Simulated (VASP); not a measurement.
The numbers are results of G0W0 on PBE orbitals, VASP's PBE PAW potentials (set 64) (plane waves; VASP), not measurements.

The input files of a VASP run:

**POSCAR**
```
InP
1
    0.0000000000     2.8953330000     2.8953330000
    2.8953330000     0.0000000000     2.8953330000
    2.8953330000     2.8953330000     0.0000000000
In P
1 1
Direct
  0.0000000000   0.0000000000   0.0000000000
  0.2500000000   0.2500000000   0.2500000000
```

KPOINTS:
```
Automatic
0
gamma
 4 4 4
```

**INCAR**
```
# general
SYSTEM     =InP
PREC       =Normal
ENCUT      =500   # plane-wave cut-off (eV)
LREAL      =.False.
LASPH      =.True.   # aspherical one-centre terms
NBANDS     =160

# electronic loop
ALGO       =EVGW0

# smearing
ISMEAR     =0   # Gaussian
SIGMA      =0.01

# functional
GGA        =PE

# output
LWAVE      =.False.
LCHARG     =.False.

# other
NELMGW     =1
NOMEGA     =64
ENCUTGW    =200
NBANDSGW   =17
LSPECTRALGW=.True.
```

POTCAR, in this order: In_d_GW P_GW (PBE.64 set). Program: vasp_std. Read from the step before: WAVECAR, WAVEDER.

Output of the run:

### OUTCAR
```
 ion  position               nearest neighbor table
   1  0.000  0.000  0.000-   2 2.51   2 2.51   2 2.51   2 2.51
   2  0.250  0.250  0.250-   1 2.51   1 2.51   1 2.51   1 2.51
  LATTYP: Found a face centered cubic cell.
 ALAT       =     5.7906660000
 Subroutine PRICEL returns:
 Original cell was already a primitive cell.
 Subroutine GETGRP returns: Found 24 space group operations
The static configuration has the point symmetry T_d .
The dynamic configuration has the point symmetry T_d .
 Subroutine INISYM returns: Found 24 space group operations
 Subroutine IBZKPT returns following result:
 Found      8 irreducible k-points:

 Following reciprocal coordinates:
            Coordinates               Weight
  0.000000  0.000000  0.000000      1.000000
  0.250000  0.000000  0.000000      8.000000
  0.500000  0.000000  0.000000      4.000000
  0.250000  0.250000  0.000000      6.000000
  0.500000  0.250000  0.000000     24.000000
 -0.250000  0.250000  0.000000     12.000000
  0.500000  0.500000  0.000000      3.000000
 -0.250000  0.500000  0.250000      6.000000
 Subroutine IBZKPT_HF returns following result:
   k-points           NKPTS =      8   k-points in BZ     NKDIM =     64   number of bands    NBANDS=    160
   number of dos      NEDOS =    301   number of ions     NIONS =      2
   total plane-waves  NPLWV =  13824
   dimension x,y,z NGX =    24 NGY =   24 NGZ =   24
   dimension x,y,z NGXF=    48 NGYF=   48 NGZF=   48
   ions per type =               1   1
   PREC   = normal    normal or accurate (medium, high low for compatibility)
   ISTART =      1    job   : 0-new  1-cont  2-samecut
   ICHARG =      0    charge: 1-file 2-atom 10-const
   ISPIN  =      1    spin polarized calculation?
   LNONCOLLINEAR =      F non collinear calculations
   LSORBIT =      F    spin-orbit coupling
   INIWAV =      1    electr: 0-lowe 1-rand  2-diag
   ENCUT  =  500.0 eV  36.75 Ry    6.06 a.u.   7.47  7.47  7.47*2*pi/ulx,y,z
   NELM   =     60;   NELMIN=  2; NELMDL=  0     # of ELM steps
   EDIFF  = 0.1E-03   stopping-criterion for ELM
   LREAL  =      F    real-space projection
   NLSPLINE    = F    spline interpolate recip. space projectors
   LMAXMIX     =    2 max onsite mixed and CHGCAR
   VOSKOWN=      0    Vosko Wilk Nusair interpolation
   EDIFFG = 0.1E-02   stopping-criterion for IOM
   NSW    =      0    number of steps for IOM
   NBLOCK =      1;   KBLOCK =      1    inner block; outer block
   IBRION =     -1    ionic relax: 0-MD 1-quasi-New 2-CG
   NFREE  =      0    steps in history (QN), initial steepest desc. (CG)
   ISIF   =      0    stress and relaxation
   ISYM   =      3    0-nonsym 1-usesym 2-fastsym
   TEIN   =    0.0    initial temperature
   TEBEG  =    0.0;   TEEND  =   0.0 temperature during run
   SMASS  =  -3.00    Nose mass-parameter (am)
   PSTRESS=    0.0 pullay stress
   NELECT =      18.0000    total number of electrons
   EFERMI =   0.00;   METHOD = LEGACY
   ISMEAR =     0;   SIGMA  =   0.01  broadening in eV -4-tet -1-fermi 0-gaus
   IALGO  =     38    algorithm
   LDIAG  =      T    sub-space diagonalisation (order eigenvalues)
   IMIX   =      4    mixing-type and parameters
     AMIX     =   0.40;   BMIX     =  1.00
     AMIX_MAG =   1.60;   BMIX_MAG =  1.00
     AMIN     =   0.10
   GGA     = PE    functional components
   VOSKOWN =     0    Vosko Wilk Nusair interpolation
   LHFCALC =     T    Hartree Fock is set to
   NKREDX  =     1    reduce k-point grid by
   AEXX    =    1.0000 exact exchange contribution
   HFSCREEN=    0.0000 screening length (either q_TF or 0.3 A-1)
   HFRCUT  =    0.0000 spherical cutoff for potential kernel
   AGGAX   =    0.0000 GGA exchange part
   ALDAC   =    0.0000 LDA correlation
   AGGAC   =    0.0000 GGA correlation
...
```

OSZICAR:
```
energies w=
    0.000    0.000    0.371    0.000    0.741    0.000    1.110    0.000
    1.476    0.000    1.839    0.000    2.198    0.000    2.553    0.000
    2.904    0.000    3.250    0.000    3.591    0.000    3.927    0.000
    4.259    0.000    4.586    0.000    4.909    0.000    5.229    0.000
    5.545    0.000    5.858    0.000    6.169    0.000    6.478    0.000
    6.786    0.000    7.094    0.000    7.401    0.000    7.710    0.000
    8.021    0.000    8.334    0.000    8.650    0.000    8.971    0.000
    9.297    0.000    9.630    0.000    9.970    0.000   10.319    0.000
   10.678    0.000   11.049    0.000   11.434    0.000   11.833    0.000
   12.251    0.000   12.689    0.000   13.150    0.000   13.637    0.000
   14.154    0.000   14.706    0.000   15.297    0.000   15.934    0.000
   16.624    0.000   17.375    0.000   18.199    0.000   19.109    0.000
   20.120    0.000   21.253    0.000   22.533    0.000   23.993    0.000
   25.676    0.000   27.640    0.000   29.962    0.000   32.753    0.000
   36.170    0.000   40.449    0.000   45.960    0.000   53.319    0.000
   63.626    0.000   79.070    0.000  104.708    0.000  155.456    0.000
NQ=   1    0.0000    0.0000    0.0000,
 performed        217000 updates of chi_q(r,r)
NQ=   2    0.2500    0.0000    0.0000,
 performed        586000 updates of chi_q(r,r)
NQ=   3    0.5000    0.0000    0.0000,
 performed        912000 updates of chi_q(r,r)
NQ=   4    0.2500    0.2500    0.0000,
 performed       1281000 updates of chi_q(r,r)
NQ=   5    0.5000    0.2500    0.0000,
 performed       1770000 updates of chi_q(r,r)
NQ=   6   -0.2500    0.2500    0.0000,
 performed       2215000 updates of chi_q(r,r)
NQ=   7    0.5000    0.5000    0.0000,
 performed       2508000 updates of chi_q(r,r)
NQ=   8   -0.2500    0.5000    0.2500,
 performed       2866000 updates of chi_q(r,r)
 resolving degeneracies of screened two electron integrals
```

**OUTCAR**
```


 k-point   1 :       0.0000    0.0000    0.0000
  band No.  KS-energies  QP-energies   sigma(KS)   V_xc(KS)     V^pw_x(r,r')   Z            occupation Imag(sigma)

      1     -10.0126     -12.0992     -19.5620     -16.5884     -25.3223       0.7017       2.0000       0.2121
      2     -10.0126     -12.0992     -19.5620     -16.5884     -25.3223       0.7017       2.0000       0.2121
      3     -10.0126     -12.0992     -19.5620     -16.5884     -25.3223       0.7017       2.0000       0.2121
      4      -9.8442     -11.9798     -19.7125     -16.6847     -25.3528       0.7053       2.0000       0.1448
      5      -9.8442     -11.9798     -19.7125     -16.6847     -25.3528       0.7053       2.0000       0.1448
      6      -7.4642      -7.8924     -12.0467     -11.3503     -18.3825       0.6149       2.0000       0.8635
      7       4.3150       3.7999     -13.0599     -12.3694     -14.2192       0.7460       2.0000       0.0465
      8       4.3150       3.7999     -13.0599     -12.3694     -14.2192       0.7460       2.0000       0.0465
      9       4.3150       3.7999     -13.0599     -12.3694     -14.2192       0.7460       2.0000       0.0465
     10       5.2089       5.2808     -10.8317     -10.9260      -6.7305       0.7620       0.0000      -0.0544
     11       8.3703       8.4779      -9.9751     -10.1173      -5.5750       0.7571       0.0000      -0.0725
     12       8.3703       8.4779      -9.9751     -10.1173      -5.5750       0.7571       0.0000      -0.0725
     13       8.3703       8.4779      -9.9751     -10.1173      -5.5750       0.7571       0.0000      -0.0725
     14      13.0545      12.9129      -8.4558      -8.2674      -2.8851       0.7520       0.0000      -0.2659
     15      13.7627      13.9250     -10.1691     -10.3913      -4.6969       0.7306       0.0000      -0.2368
     16      13.7627      13.9250     -10.1691     -10.3913      -4.6969       0.7306       0.0000      -0.2368
     17      15.5602      15.3467      -8.0284      -7.7414      -2.3408       0.7439       0.0000      -0.4185

 k-point   2 :       0.2500    0.0000    0.0000
  band No.  KS-energies  QP-energies   sigma(KS)   V_xc(KS)     V^pw_x(r,r')   Z            occupation Imag(sigma)

      1     -10.0830     -12.0898     -19.3034     -16.4275     -25.1536       0.6978       2.0000       0.2397
      2      -9.9864     -12.0872     -19.5947     -16.6150     -25.3458       0.7050       2.0000       0.2100
      3      -9.9864     -12.0872     -19.5947     -16.6150     -25.3458       0.7050       2.0000       0.2100
      4      -9.8412     -11.9796     -19.7123     -16.6876     -25.3586       0.7070       2.0000       0.1464
      5      -9.8412     -11.9796     -19.7123     -16.6876     -25.3586       0.7070       2.0000       0.1464
      6      -6.7465      -7.2385     -12.4205     -11.6660     -18.4580       0.6520       2.0000       0.8447
      7       0.7878       0.2053     -12.1349     -11.3276     -14.2776       0.7215       2.0000       0.1045
      8       3.7210       3.1789     -12.7474     -12.0192     -14.0599       0.7445       2.0000       0.0507
      9       3.7210       3.1789     -12.7474     -12.0192     -14.0599       0.7445       2.0000       0.0507
     10       6.1945       6.2705     -10.4329     -10.5327      -6.2706       0.7616       0.0000      -0.0582
     11       9.0969       9.2117     -10.0633     -10.2163      -5.4544       0.7500       0.0000      -0.0864
     12       9.0969       9.2117     -10.0633     -10.2163      -5.4544       0.7500       0.0000      -0.0864
     13       9.7279       9.7714     -10.3284     -10.3875      -5.4549       0.7376       0.0000      -0.1080
     14      12.8913      12.9402      -9.5326      -9.5987      -4.2522       0.7397       0.0000      -0.2138
     15      12.8913      12.9402      -9.5326      -9.5987      -4.2522       0.7397       0.0000      -0.2138
     16      13.5139      13.2680      -7.8664      -7.5368      -2.4237       0.7462       0.0000      -0.2713
     17      16.9245      16.8328      -9.0708      -8.9471      -2.9956       0.7413       0.0000      -0.5233

 k-point   3 :       0.5000    0.0000    0.0000
  band No.  KS-energies  QP-energies   sigma(KS)   V_xc(KS)     V^pw_x(r,r')   Z            occupation Imag(sigma)

      1     -10.1461     -12.0869     -19.1175     -16.3121     -25.0358       0.6918       2.0000       0.2598
      2      -9.9692     -12.0717     -19.6101     -16.6235     -25.3476       0.7040       2.0000       0.2051
      3      -9.9692     -12.0717     -19.6101     -16.6235     -25.3476       0.7040       2.0000       0.2051
      4      -9.8286     -11.9690     -19.7337     -16.7104     -25.3878       0.7080       2.0000       0.1498
      5      -9.8286     -11.9690     -19.7337     -16.7104     -25.3878       0.7080       2.0000       0.1498
      6      -5.6145      -6.1412     -13.1036     -12.3219     -18.7477       0.6737       2.0000       0.7273
      7      -1.6345      -2.2356     -11.3857     -10.5174     -14.6650       0.6923       2.0000       0.2510
      8       3.2836       2.7186     -12.6101     -11.8469     -14.0945       0.7403       2.0000       0.0552
      9       3.2836       2.7186     -12.6101     -11.8469     -14.0945       0.7403       2.0000       0.0552
     10       5.8821       5.9442     -10.3564     -10.4377      -6.2734       0.7647       0.0000      -0.0562
     11       9.0954       9.1739      -9.7109      -9.8154      -5.1361       0.7508       0.0000      -0.0849
     12       9.0954       9.1739      -9.7109      -9.8154      -5.1361       0.7508       0.0000      -0.0849
     13      11.4752      11.2953      -8.7522      -8.5063      -3.4078       0.7315       0.0000      -0.1833
     14      13.9597      13.8774      -9.3231      -9.2092      -3.4715       0.7226       0.0000      -0.3022
     15      14.9765      15.1370     -10.3093     -10.5257      -4.3107       0.7419       0.0000      -0.3965
     16      14.9765      15.1370     -10.3093     -10.5257      -4.3107       0.7419       0.0000      -0.3965
     17      16.9277      17.0658     -10.3201     -10.5057      -3.9032       0.7437       0.0000      -0.6289

 k-point   4 :       0.2500    0.2500    0.0000
  band No.  KS-energies  QP-energies   sigma(KS)   V_xc(KS)     V^pw_x(r,r')   Z            occupation Imag(sigma)

      1     -10.1268     -12.1166     -19.2443     -16.3878     -25.1190       0.6966       2.0000       0.2483
      2      -9.9551     -12.0593     -19.6393     -16.6525     -25.3819       0.7045       2.0000       0.2056
      3      -9.9551     -12.0593     -19.6393     -16.6525     -25.3819       0.7045       2.0000       0.2056
      4      -9.8712     -11.9922     -19.6544     -16.6367     -25.3049       0.7029       2.0000       0.1496
      5      -9.8243     -11.9683     -19.7331     -16.7068     -25.3792       0.7084       2.0000       0.1462
      6      -6.5129      -6.9963     -12.4678     -11.7198     -18.4247       0.6463       2.0000       0.8265
      7       0.9450       0.3959     -12.5799     -11.8190     -14.6043       0.7217       2.0000       0.0953
      8       2.8160       2.2357     -12.2669     -11.4796     -13.8461       0.7370       2.0000       0.0601
      9       2.8160       2.2357     -12.2669     -11.4796     -13.8461       0.7370       2.0000       0.0601
     10       6.7401       6.7253      -9.4019      -9.3828      -5.3293       0.7687       0.0000      -0.0602
     11       7.5305       7.5866     -10.4122     -10.4869      -6.0253       0.7511       0.0000      -0.0694
     12      10.7606      10.9056     -10.5821     -10.7798      -5.4677       0.7335       0.0000      -0.1381
     13      10.7606      10.9056     -10.5821     -10.7798      -5.4677       0.7335       0.0000      -0.1381
     14      11.2981      11.2591      -9.4146      -9.3621      -4.4010       0.7422       0.0000      -0.1501
     15      14.2783      14.4573     -10.1464     -10.3899      -4.4724       0.7350       0.0000      -0.2849
     16      16.6615      16.6175      -9.1493      -9.0905      -3.0598       0.7486       0.0000      -0.5122
     17      17.6665      17.4906      -8.3798      -8.1442      -2.4326       0.7468       0.0000      -0.5814

 k-point   5 :       0.5000    0.2500    0.0000
  band No.  KS-energies  QP-energies   sigma(KS)   V_xc(KS)     V^pw_x(r,r')   Z            occupation Imag(sigma)

      1     -10.1707     -12.1086     -19.1110     -16.3150     -25.0473       0.6931       2.0000       0.2676
      2      -9.9434     -12.0557     -19.6373     -16.6471     -25.3679       0.7064       2.0000       0.1976
      3      -9.9289     -12.0491     -19.6714     -16.6783     -25.4036       0.7083       2.0000       0.2022
      4      -9.8673     -11.9933     -19.6632     -16.6469     -25.3200       0.7049       2.0000       0.1513
      5      -9.8201     -11.9661     -19.7373     -16.7136     -25.3895       0.7097       2.0000       0.1476
      6      -5.3441      -5.8536     -13.0847     -12.3270     -18.6517       0.6724       2.0000       0.6975
      7      -1.1705      -1.7568     -11.9566     -11.1142     -14.9825       0.6960       2.0000       0.2011
      8       1.4527       0.8398     -11.6030     -10.7596     -13.5262       0.7268       2.0000       0.0831
      9       2.4699       1.8728     -12.1933     -11.3794     -13.9228       0.7336       2.0000       0.0648
     10       6.8514       6.8339      -9.5988      -9.5760      -5.4783       0.7648       0.0000      -0.0617
     11       8.7618       8.8747     -10.4708     -10.6235      -5.7525       0.7398       0.0000      -0.0879
     12      10.5617      10.5520      -9.7241      -9.7111      -4.8117       0.7427       0.0000      -0.1269
     13      11.0226      11.1387     -10.1549     -10.3132      -4.9895       0.7340       0.0000      -0.1495
     14      13.9569      13.9244     -10.0032      -9.9579      -4.0143       0.7166       0.0000      -0.3440
     15      15.0981      15.2748     -10.4351     -10.6760      -4.3956       0.7336       0.0000      -0.4021
     16      16.4132      16.5505     -10.3153     -10.5016      -4.0403       0.7368       0.0000      -0.5348
     17      16.7454      16.6516      -8.9522      -8.8263      -2.9271       0.7451       0.0000      -0.5204

 k-point   6 :      -0.2500    0.2500    0.0000
  band No.  KS-energies  QP-energies   sigma(KS)   V_xc(KS)     V^pw_x(r,r')   Z            occupation Imag(sigma)

...
```
(Selected blocks of OUTCAR.)

The mesh is coarse and the basis finite, so the quasiparticle values are not converged.

The compound is InP in the zinc blende structure. This cell is one point of a volume scan, at 0.96 of the reference volume. The k-mesh is coarse (spacing up to 0.47 per Å, 2π included), so the numbers may not be converged in it.
